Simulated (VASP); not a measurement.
An input for Quantum ESPRESSO's pw.x (written as the equivalent of a VASP run, and not itself run):

```
&CONTROL
  calculation = 'vc-relax'
  pseudo_dir = './pseudo'
  outdir = './out'
  tprnfor = .true.
  tstress = .true.
  nstep = 40
  forc_conv_thr = 0.00078
/
&SYSTEM
  ibrav = 0
  nat = 5
  ntyp = 3
  ecutwfc = 84
  occupations = 'smearing'
  smearing = 'gaussian'
  degauss = 0.003675
  input_dft = 'pz'
/
&ELECTRONS
  conv_thr = 7.3e-08
  electron_maxstep = 100
/
&IONS
/
&CELL
  press = 450
/
ATOMIC_SPECIES
  Ba 137.327 Ba.upf
  Ti 47.867 Ti.upf
  O 15.999 O.upf
CELL_PARAMETERS angstrom
     3.7431233    0.0000000    0.0000000
     0.0000000    3.7431233    0.0000000
     0.0000000    0.0000000    3.7431755
ATOMIC_POSITIONS crystal
  Ba   0.0000000  1.0000000  0.9929965
  Ti   0.5000000  0.5000000  0.4934090
  O    0.5000000  0.5000000  0.9926809
  O    0.0000000  0.5000000  0.4924568
  O    0.5000000  1.0000000  0.4924568
K_POINTS automatic
  6 6 6 0 0 0
```

Translate this input to VASP (INCAR, KPOINTS, POSCAR, choice of POTCAR).

Several could match; the one computed here: 
File KPOINTS:
```
Automatic mesh
0
Gamma
6 6 6
0 0 0
```

**INCAR**
```
SYSTEM = BaTiO3
PREC = Accurate
ENCUT = 620
EDIFF = 1E-6
NELM = 100
ALGO = Normal
LREAL = .FALSE.
LASPH = .TRUE.
ISMEAR = 0
SIGMA = 0.05
LMAXMIX = 4
LWAVE = .FALSE.
LCHARG = .FALSE.
IBRION = 2
ISIF = 3
NSW = 40
EDIFFG = -0.02
PSTRESS = 450
```

POSCAR:
```
BaTiO3
1
    3.7431233343     0.0000000000     0.0000000000
    0.0000000000     3.7431233343     0.0000000000
    0.0000000000     0.0000000000     3.7431754729
Ba Ti O
1 1 3
Direct
  0.0000000000   1.0000000000   0.9929964976
  0.5000000000   0.5000000000   0.4934090354
  0.5000000000   0.5000000000   0.9926808596
  0.0000000000   0.5000000000   0.4924568035
  0.5000000000   1.0000000000   0.4924568035
```

POTCAR, in this order: Ba_sv Ti_sv O (LDA.64 set). Program: vasp_std.

The two are equivalent in intent, not identical: the potentials are each code's own (VASP's PAW set, PseudoDojo norm-conserving files in pw.x), so ENCUT and ecutwfc are chosen apart and not converted; conv_thr bounds pw.x's estimated SCF error, while EDIFF bounds the energy change between steps; forc_conv_thr acts on force components and is met together with etot_conv_thr.

The compound is BaTiO3 in the tetragonal perovskite structure. It was relaxed first under an external pressure of 45 GPa.
